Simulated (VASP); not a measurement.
The input files of a VASP run:

### POSCAR
```
Sr(Ag2Sb)2
16.8782140
  0.1407491930   0.0812615600   0.5000000000
 -0.1407491930   0.0812615600   0.5000000000
  0.0000000000  -0.1625231793   0.5000000000
Sr Ag Sb
1 4 2
Cartesian
  0.0011735668  -0.0021742349   0.0028430000
 -0.0000212531   0.0015058076   1.2852735000
 -0.0006601137  -0.0017607843   0.2128295000
 -0.0020859030   0.0010623805   0.8451090000
  0.0021830200  -0.0037476473   0.6531365000
  0.0005304837   0.0017877920   1.1142235000
 -0.0011196598   0.0033262650   0.3865850000
```

INCAR:
```
ALGO = Normal
ENCUT = 300
NELM = 100
SYSTEM = Sr(Ag2Sb)2
PREC = Accurate
LASPH = T
SIGMA = 0.1   ! width (eV)
ISMEAR = 0
LREAL = F
ISIF = 2   ! forces and stress, cell fixed
LWAVE = F
EDIFF = 1E-6   ! SCF stop (eV)
LMAXMIX = 4
LCHARG = F
GGA = PS   ! PBEsol
```

**KPOINTS**
```
K-points
0
gamma
 4 4 4
0 0 0
```

POTCAR, in this order: Sr_sv Ag Sb (PBE.64 set). Program: vasp_std.

Task: Write an equivalent input for Quantum ESPRESSO's pw.x.

Result: One equivalent input (not run):
```
&CONTROL
  calculation = 'scf'
  pseudo_dir = './pseudo'
  outdir = './out'
  tprnfor = .true.
  tstress = .true.
/
&SYSTEM
  ibrav = 0
  nat = 7
  ntyp = 3
  ecutwfc = 82
  occupations = 'smearing'
  smearing = 'gaussian'
  degauss = 0.00735
  input_dft = 'pbesol'
/
&ELECTRONS
  conv_thr = 7.3e-08
  electron_maxstep = 100
/
ATOMIC_SPECIES
  Sr 87.620 Sr.upf
  Ag 107.868 Ag.upf
  Sb 121.760 Sb.upf
CELL_PARAMETERS angstrom
     2.3755950    1.3715500    8.4391070
    -2.3755950    1.3715500    8.4391070
     0.0000000   -2.7431010    8.4391070
ATOMIC_POSITIONS crystal
  Sr   0.0016050 -0.0067330  0.0108140
  Ag   0.8598620  0.8600130  0.8506720
  Ag   0.1359300  0.1406200  0.1491090
  Ag   0.5581750  0.5729950  0.5590480
  Ag   0.4354930  0.4199830  0.4507970
  Sb   0.7483670  0.7445980  0.7354820
  Sb   0.2605680  0.2685230  0.2440790
K_POINTS automatic
  4 4 4 0 0 0
```
The two are equivalent in intent, not identical: the potentials are each code's own (VASP's PAW set, PseudoDojo norm-conserving files in pw.x), so ENCUT and ecutwfc are chosen apart and not converted; conv_thr bounds pw.x's estimated SCF error, while EDIFF bounds the energy change between steps.

The structure comes from a computed database's Ag4SrSb2 entry (R-3m); how it stands against other phases isn't given here. The cell was not relaxed at this level, atoms are displaced from their ideal sites. The k-mesh is coarse (spacing up to 0.39 per Å, 2π included), so the numbers may not be converged in it.
